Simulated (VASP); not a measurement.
Here is the system:

```
RuS
1.0
    0.00000     2.46756     2.46756
    2.46756     0.00000     2.46756
    2.46756     2.46756     0.00000
S Ru
1 1
Direct
  0.00000   0.00000   0.00000
  0.50000   0.50000   0.50000
```

Method: PBE GGA, VASP's PBE PAW potentials (set 64) (plane waves; VASP). Numerical set-up: 300 eV cut-off, 9×9×9 Γ-centred mesh, Gaussian smearing of 0.050 eV, potentials S Ru_pv.

At this cut-off the stress carries a Pulay error, which pulls relaxed volumes low. Energy and stress use the plane-wave basis of the starting cell.

### Question
The ions, cell shape and volume are relaxed. Predict the relaxed structure.

### Answer

```
RuS
1.0
    0.00000     2.44880     2.44880
    2.44880     0.00000     2.44880
    2.44880     2.44880     0.00000
S Ru
1 1
Direct
  0.00000   0.00000   0.00000
  0.50000   0.50000   0.50000
```
Space group Fm-3m (225), at a tolerance of 0.03 Å.

### Question
How do energy and volume change from the first to the last step?

### Answer
The energy (σ→0) changes by -4.1 meV/atom and the volume by -2.3 %, in 3 ionic steps.

The structure was generated: RuS was put into an ordered model structure, which need not be its known phase. This run relaxes it. Symmetry was kept, so distortions that lower it aren't found. The run is one of a series of settings (EDIFFG = -0.01, IBRION = 2, ISIF = 3, NSW = 50 against the base run), some of them coarse on purpose.
